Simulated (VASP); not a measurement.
# A VASP study of FeSi2 (Linzhiite) (rev-vdW-DF2 + U): structure first, properties next, part 7 of 10

Wanted: the relaxed cell of FeSi2 (Linzhiite) and its properties. The start is a cell from a database of measured crystal structures.

VASP 6.6.1, plane waves and PAW; the level of theory is named at each step.

Still holding for the runs below: The magnetic order is the lowest of the few collinear ones that converged above; longer or canted patterns were not tried. The cell is doubled for it, so bands and modes from the zone boundary of the chemical cell fold onto Γ and the labels are those of the larger cell. A U on the itinerant d states of such a compound is hard to justify; it moves the bands at the Fermi level and favours large moments.

So far, pressure (GPa): step 2 (magnetic order: ferromagnetic) 12.1; step 4 (magnetic order: antiferromagnetic, q = (1/2, 1/2, 1/2)) 4.73; step 5 (magnetic order: antiferromagnetic, q = (1/2, 1/2, 0)) 4.96; step 7 (full relaxation (rev-vdW-DF2 + U)) 0.0243; step 8 (second relaxation) 0.0346. The relaxed cell has a = 2.746, c = 5.233 Å (conventional setting).

### 9. Density, ELF and potential (rev-vdW-DF2 + U)

Level of this step: rev-vdW-DF2, DFT+U (Fe d 5 eV), spin-polarised from an antiferromagnetic start; plane waves and PAW (Fe, Si) (VASP).

A single point on the relaxed cell gives a clean self-consistent state, with density, ELF and potential written out.

INCAR

```
SYSTEM = FeSi2
PREC = Accurate
ENCUT = 400
EDIFF = 1E-06
NELM = 100
ISMEAR = 0
SIGMA = 0.05
LREAL = .FALSE.
ALGO = Normal
GGA = MK
AGGAC = 0
LUSE_VDW = .TRUE.
PARAM1 = 0.1234
PARAM2 = 0.711357
ZAB_VDW = -1.8867
LASPH = .TRUE.
NBANDS = 25
ISPIN = 2
MAGMOM = 1.79 -1.79 0 0 0 0
LDAU = .TRUE.
LDAUTYPE = 2
LDAUL = 2 -1
LDAUU = 5 0
LDAUJ = 0 0
LDAUPRINT = 1
LMAXMIX = 4
LORBIT = 11
LWAVE = .FALSE.
LCHARG = .TRUE.
ISIF = 2
LELF = .TRUE.
LVHAR = .TRUE.
```

POSCAR

```
FeSi2
1.0
    5.4929873588      0.0000000000      0.0000000000
    2.7464936794      2.7464936794      0.0000000000
    0.0000000000      0.0000000000      5.2326727379
Fe Si
2 4
Direct
    0.0000000000      0.5000000000      0.0000000000
    0.5000000000      0.5000000000      0.0000000000
    0.0000000000      0.0000000000      0.2754342309
    0.5000000000      0.0000000000      0.2754342309
    0.0000000000      0.0000000000      0.7245657691
    0.5000000000      0.0000000000      0.7245657691
```

KPOINTS

```
Automatic mesh
0
Gamma
8 8 5
0 0 0
```

The projector-augmented-wave data sets are Fe and Si (PBE family, release 64).

Launch:

```sh
$ mpirun -np 8 vasp_std
```

The log of the run:

```text
[banner, memory and clock lines left out]
running    8 mpi-ranks, on    1 nodes
 distrk:  each k-point on    8 cores,    1 groups
 distr:  one band on    1 cores,    8 groups

 POSCAR found type information on POSCAR FeSi
 POSCAR found :  2 types and       6 ions
 [... a notice as in an earlier step ...]

 [... a notice as in an earlier step ...]

 [... a notice as in an earlier step ...]

 LDA part: xc-table for (Slater+PW92), standard interpolation
|                                                                             |
|           W    W    AA    RRRRR   N    N  II  N    N   GGGG   !!!           |
|           W    W   A  A   R    R  NN   N  II  NN   N  G    G  !!!           |
|           W    W  A    A  R    R  N N  N  II  N N  N  G       !!!           |
|           W WW W  AAAAAA  RRRRR   N  N N  II  N  N N  G  GGG   !            |
|           WW  WW  A    A  R   R   N   NN  II  N   NN  G    G                |
|           W    W  A    A  R    R  N    N  II  N    N   GGGG   !!!           |
|                                                                             |
|     The number of bands has been changed from the values supplied in        |
|     The orbitals not found in the WAVECAR file will be initialized with     |
|     random numbers, which is usually adequate. For correlated               |
|     calculations, however, you should redo the groundstate calculation.     |
|     I found NBANDS = 25. Now, NBANDS = 32.                                  |
|                                                                             |

 POSCAR, INCAR and KPOINTS ok, starting setup
 FFT: planning ... GRIDC
 FFT: planning ... GRID_SOFT
 FFT: planning ... GRID
 WAVECAR not read
 entering main loop
       N       E                     dE             d eps       ncg     rms          rms(c)
DAV:   1     0.165753992066E+03    0.16575E+03   -0.10466E+04  5760   0.815E+02
DAV:   2    -0.125427522925E+02   -0.17830E+03   -0.15876E+03  5944   0.206E+02
DAV:   3    -0.235440222855E+02   -0.11001E+02   -0.10498E+02  7232   0.609E+01
DAV:   4    -0.238059247092E+02   -0.26190E+00   -0.26104E+00  6720   0.903E+00
DAV:   5    -0.238142183381E+02   -0.82936E-02   -0.82912E-02  7624   0.167E+00    0.211E+01
DAV:   6    -0.271921718660E+02   -0.33780E+01   -0.16454E+01  7008   0.800E+01    0.222E+01
DAV:   7    -0.221828894511E+02    0.50093E+01   -0.11718E+01  7200   0.681E+01    0.730E+00
DAV:   8    -0.225548155775E+02   -0.37193E+00   -0.91673E-01  9072   0.752E+00    0.448E+00
DAV:   9    -0.226398090181E+02   -0.84993E-01   -0.12817E-01  9592   0.563E+00    0.221E+00
DAV:  10    -0.226994614954E+02   -0.59652E-01   -0.67991E-02  9952   0.445E+00    0.902E-01
DAV:  11    -0.227225373547E+02   -0.23076E-01   -0.26541E-02  9008   0.148E+00    0.367E-01
DAV:  12    -0.227335835345E+02   -0.11046E-01   -0.10301E-02  9160   0.946E-01    0.303E-01
DAV:  13    -0.227385505756E+02   -0.49670E-02   -0.42754E-03  9456   0.727E-01    0.204E-01
DAV:  14    -0.227417398321E+02   -0.31893E-02   -0.55425E-03  9848   0.854E-01    0.968E-02
DAV:  15    -0.227422542150E+02   -0.51438E-03   -0.86299E-04  8744   0.221E-01    0.399E-02
DAV:  16    -0.227423534152E+02   -0.99200E-04   -0.14813E-04  8904   0.102E-01    0.235E-02
DAV:  17    -0.227423601406E+02   -0.67254E-05   -0.89071E-05  9488   0.974E-02    0.945E-03
DAV:  18    -0.227423612277E+02   -0.10872E-05   -0.11706E-05  8160   0.233E-02    0.394E-03
DAV:  19    -0.227423634117E+02   -0.21840E-05   -0.48484E-07  3944   0.769E-03    0.166E-03
DAV:  20    -0.227423629407E+02    0.47100E-06   -0.26518E-07  3504   0.409E-03
   1 F= -.22742363E+02 E0= -.22741411E+02  d E =-.190473E-02  mag=    -0.0000
```

Elapsed: 32 s, on 8 MPI ranks of Intel Xeon 6975P-C (Granite Rapids), shared host; peak memory 1.8 GiB.

Parts of OUTCAR (step 9):

```text
   k-points           NKPTS =     45   k-points in BZ     NKDIM =     45   number of bands    NBANDS=     32

   ENCUT  =  400.0 eV  29.40 Ry    5.42 a.u.   8.96  6.33  8.53*2*pi/ulx,y,z

   NELECT =      32.0000    total number of electrons

atom =   1  type =  1  l = 2

 onsite density matrix

spin component  1

  0.8642  0.0000 -0.0000  0.0000 -0.0000
  0.0000  0.8819  0.0000  0.0000 -0.0000
 -0.0000  0.0000  0.8905  0.0000  0.0000
  0.0000  0.0000  0.0000  0.8819 -0.0000
 -0.0000 -0.0000  0.0000 -0.0000  0.8702

spin component  2

  0.7835 -0.0000  0.0000  0.0000  0.0000
 -0.0000  0.6035 -0.0000 -0.0000 -0.0000
  0.0000 -0.0000  0.2085 -0.0000  0.0000
  0.0000 -0.0000 -0.0000  0.6035  0.0000
  0.0000 -0.0000  0.0000  0.0000  0.1197

 occupancies and eigenvectors

  o =  0.1197  v =  0.0000  0.0000  0.0000  0.0000  0.0000  0.0000  0.0000  0.0000 -0.0000 -1.0000      0.0000  0.0000  0.0000  0.0000  0.0000  0.0000  0.0000  0.0000  0.0000  0.0000
  o =  0.2085  v =  0.0000  0.0000  0.0000  0.0000  0.0000  0.0000 -0.0000 -1.0000  0.0000 -0.0000      0.0000  0.0000  0.0000  0.0000  0.0000  0.0000  0.0000  0.0000  0.0000  0.0000
  o =  0.6035  v =  0.0000  0.0000  0.0000  0.0000  0.0000  0.0000 -0.8446  0.0000  0.5354  0.0000      0.0000  0.0000  0.0000  0.0000  0.0000  0.0000  0.0000  0.0000  0.0000  0.0000
  o =  0.6035  v =  0.0000  0.0000  0.0000  0.0000  0.0000  0.0000  0.5354 -0.0000  0.8446 -0.0000      0.0000  0.0000  0.0000  0.0000  0.0000  0.0000  0.0000  0.0000  0.0000  0.0000
  o =  0.7835  v =  0.0000  0.0000  0.0000  0.0000  0.0000  1.0000  0.0000  0.0000  0.0000  0.0000      0.0000  0.0000  0.0000  0.0000  0.0000  0.0000  0.0000  0.0000  0.0000  0.0000
  o =  0.8642  v =  1.0000  0.0000  0.0000  0.0000  0.0000  0.0000  0.0000  0.0000  0.0000  0.0000      0.0000  0.0000  0.0000  0.0000  0.0000  0.0000  0.0000  0.0000  0.0000  0.0000
  o =  0.8702  v =  0.0000  0.0000  0.0000  0.0000 -1.0000  0.0000  0.0000  0.0000  0.0000  0.0000      0.0000  0.0000  0.0000  0.0000  0.0000  0.0000  0.0000  0.0000  0.0000  0.0000
  o =  0.8819  v =  0.0000 -0.9894  0.0000  0.1454 -0.0000  0.0000  0.0000  0.0000  0.0000  0.0000      0.0000  0.0000  0.0000  0.0000  0.0000  0.0000  0.0000  0.0000  0.0000  0.0000
  o =  0.8819  v =  0.0000 -0.1454  0.0000 -0.9894 -0.0000  0.0000  0.0000  0.0000  0.0000  0.0000      0.0000  0.0000  0.0000  0.0000  0.0000  0.0000  0.0000  0.0000  0.0000  0.0000
  o =  0.8905  v =  0.0000 -0.0000 -1.0000 -0.0000 -0.0000  0.0000  0.0000  0.0000  0.0000  0.0000      0.0000  0.0000  0.0000  0.0000  0.0000  0.0000  0.0000  0.0000  0.0000  0.0000

atom =   2  type =  1  l = 2

 onsite density matrix

spin component  1

  0.7835 -0.0000 -0.0000  0.0000 -0.0000
 -0.0000  0.6035 -0.0000  0.0000 -0.0000
 -0.0000 -0.0000  0.2085  0.0000 -0.0000
  0.0000  0.0000  0.0000  0.6035 -0.0000
 -0.0000 -0.0000 -0.0000 -0.0000  0.1197

spin component  2

  0.8642 -0.0000  0.0000 -0.0000  0.0000
 -0.0000  0.8819  0.0000 -0.0000  0.0000
  0.0000  0.0000  0.8905 -0.0000  0.0000
 -0.0000 -0.0000 -0.0000  0.8819  0.0000
  0.0000  0.0000  0.0000  0.0000  0.8702

 occupancies and eigenvectors

  o =  0.1197  v =  0.0000 -0.0000  0.0000  0.0000  1.0000  0.0000  0.0000  0.0000  0.0000  0.0000      0.0000  0.0000  0.0000  0.0000  0.0000  0.0000  0.0000  0.0000  0.0000  0.0000
  o =  0.2085  v =  0.0000 -0.0000 -1.0000  0.0000  0.0000  0.0000  0.0000  0.0000  0.0000  0.0000      0.0000  0.0000  0.0000  0.0000  0.0000  0.0000  0.0000  0.0000  0.0000  0.0000
  o =  0.6035  v =  0.0000 -0.6067  0.0000  0.7950  0.0000  0.0000  0.0000  0.0000  0.0000  0.0000      0.0000  0.0000  0.0000  0.0000  0.0000  0.0000  0.0000  0.0000  0.0000  0.0000
  o =  0.6035  v =  0.0000 -0.7950  0.0000 -0.6067  0.0000  0.0000  0.0000  0.0000  0.0000  0.0000      0.0000  0.0000  0.0000  0.0000  0.0000  0.0000  0.0000  0.0000  0.0000  0.0000
  o =  0.7835  v =  1.0000  0.0000  0.0000  0.0000  0.0000  0.0000  0.0000  0.0000  0.0000  0.0000      0.0000  0.0000  0.0000  0.0000  0.0000  0.0000  0.0000  0.0000  0.0000  0.0000
  o =  0.8642  v =  0.0000  0.0000  0.0000  0.0000  0.0000  1.0000  0.0000  0.0000  0.0000  0.0000      0.0000  0.0000  0.0000  0.0000  0.0000  0.0000  0.0000  0.0000  0.0000  0.0000
  o =  0.8702  v =  0.0000  0.0000  0.0000  0.0000  0.0000  0.0000  0.0000  0.0000  0.0000 -1.0000      0.0000  0.0000  0.0000  0.0000  0.0000  0.0000  0.0000  0.0000  0.0000  0.0000
  o =  0.8819  v =  0.0000  0.0000  0.0000  0.0000  0.0000  0.0000  0.4056 -0.0000 -0.9141 -0.0000      0.0000  0.0000  0.0000  0.0000  0.0000  0.0000  0.0000  0.0000  0.0000  0.0000
  o =  0.8819  v =  0.0000  0.0000  0.0000  0.0000  0.0000  0.0000  0.9141  0.0000  0.4056  0.0000      0.0000  0.0000  0.0000  0.0000  0.0000  0.0000  0.0000  0.0000  0.0000  0.0000
  o =  0.8905  v =  0.0000  0.0000  0.0000  0.0000  0.0000  0.0000  0.0000 -1.0000  0.0000 -0.0000      0.0000  0.0000  0.0000  0.0000  0.0000  0.0000  0.0000  0.0000  0.0000  0.0000

 E-fermi :   9.5143

 spin component 1
 k-point     1 :       0.0000    0.0000    0.0000
  band No.  band energies     occupation
    ...
     12       7.0496      1.00000
     13       7.0498      1.00000
     14       7.2699      1.00000
     15       8.8332      1.00000
     16       8.9411      1.00000
     17      11.1027      0.00000
     18      12.0304      0.00000
     19      12.0306      0.00000
     20      12.1647      0.00000
     21      12.2203      0.00000
    ...

 k-point     2 :       0.1250    0.0000    0.0000
  band No.  band energies     occupation
    ...
     12       6.8953      1.00000
     13       6.9787      1.00000
     14       7.1385      1.00000
     15       9.1546      1.00000
     16       9.2619      1.00000
     17      10.6640      0.00000
     18      11.0601      0.00000
     19      11.1170      0.00000
     20      12.0665      0.00000
     21      12.1492      0.00000
    ...

Total vdW correction in eV:      3.9743600

  Total        0.0259408      0.0259408     -0.0201063      0.0000000      0.0000000      0.0000000
  in kB        0.5264822      0.5264822     -0.4080680      0.0000000      0.0000000      0.0000000
  external PRESSURE =       0.2149655 kB  Pullay stress =       0.0000000 kB

 POSITION                                       TOTAL-FORCE (eV/Angst)
 -----------------------------------------------------------------------------------
      1.37325      1.37325      0.00000         0.000000     -0.000000     -0.000000
      4.11974      1.37325      0.00000         0.000000     -0.000000     -0.000000
      0.00000      0.00000      1.44126         0.000000     -0.000000     -0.005633
      2.74649      0.00000      1.44126        -0.000000     -0.000000     -0.005633
      0.00000      0.00000      3.79142        -0.000000      0.000000      0.005633
      2.74649      0.00000      3.79142         0.000000      0.000000      0.005633
 -----------------------------------------------------------------------------------
    total drift:                                0.000000      0.000000     -0.000000

  FREE ENERGIE OF THE ION-ELECTRON SYSTEM (eV)
  ---------------------------------------------------
  free  energy   TOTEN  =       -22.7423629407 eV

  energy  without entropy=      -22.7404582079  energy(sigma->0) =      -22.74141057

Total vdW correction in eV:      3.9743695

[... 6 parts as in an earlier step ...]

[... 10 further parts left out ...]
```

With spin, VASP writes an ELF for each channel.

This step gave:

```yaml
scf_cycles: 20
bands: 32
pressure: 0.02150 GPa
```

Valence electrons inside each PAW sphere by angular momentum. Sphere charges, by row:

```csv
atom,s (e),p (e),d (e),tot (e)
Fe1,0.431,0.624,6.667,7.723
Fe2,0.431,0.624,6.667,7.723
Si3,0.745,0.867,0,1.612
Si4,0.745,0.867,0,1.612
Si5,0.745,0.867,0,1.612
Si6,0.745,0.867,0,1.612
```

Spin density in the bc plane at fractional x = 0.000, with atoms of Fe and Si within 0.2 Å of it.

Ten even steps from '_' (0.0 e/Å³) to '@' (2.8 e/Å³), each cell a mean:
```
__________::**%%++..________
__________..--==::__________
______________..____________
____________________________
____________________________
____________________________
____________________________
____________________________
____________________________
____________________________
____________________________
____________________________
____________________________
____________________________
____________________________
____________::::..__________
__________..++##==..________
__________--##@@**..________
```
Columns run along b (3.9 Å), rows up along c (5.2 Å). Atoms in or near the plane, at fractional coordinates: Fe at (0.50, 0.00), Si at (0.00, 0.28), Si at (0.00, 0.72).

Valence density in the bc plane at fractional x = 0.000, with atoms of Fe and Si within 0.2 Å of it. It is the smooth field of the valence electrons, not physical close to the nuclei.

Ten steps, logarithmic in the rise over the least value, from '_' (-0.1 e/Å³) to '@' (7.9 e/Å³), each cell a mean:
```
------==++##@@@@%%##====----
==========**######++========
============================
::--======--------========--
__::====------------====--::
::--====--------------==--::
======----::::::::------====
======----::::::::::----====
======----::::::::::----====
======----::::::::::----====
======----::::::::------====
----==------::::------====--
__::====--------------==--::
..--======----------======::
--==========================
==========++******++========
----====++##%%@@%%**====----
------==++%%@@@@@@##++==----
```
Columns run along b (3.9 Å), rows up along c (5.2 Å). Atoms in or near the plane, at fractional coordinates: Fe at (0.50, 0.00), Si at (0.00, 0.28), Si at (0.00, 0.72).

ELF of up spins in the bc plane at fractional x = 0.000, with atoms of Fe and Si within 0.2 Å of it. It is the smooth field of the valence electrons, not physical close to the nuclei.

Ten even steps from '0' (0.00) to '9' (0.95), each cell a mean:
```
44432000012344
55543100023455
35664211135664
13675321246752
01566432356641
22465322345542
87654211124667
99853100113689
99852100013699
99852100013689
88753211124678
44554322235554
01466432356631
12676322246752
34664211135764
55653200124565
44432100013344
33322000012233
```
Columns run along b (3.9 Å), rows up along c (5.2 Å). Atoms in or near the plane, at fractional coordinates: Fe at (0.50, 0.00), Si at (0.00, 0.28), Si at (0.00, 0.72).

In this run the pressure is 0.02 GPa, small enough to go on.

[end of part 7 of 10]

[Lines on the potential files, build, host, timing and source positions are cut from VASP's logs without a mark.]

[Logs are printed without paths, hosts, clocks, repeated set-up lines and the standing remarks that a program may print on its own settings, such as how far it seeks lower states.]

[Hosts, paths, dates, database ids (printed as entryN), source tags and the programs' standing remarks are cut or masked in the printed files.]

[A measured line is paired with the nearest computed mode of its activity, which favours agreement.]
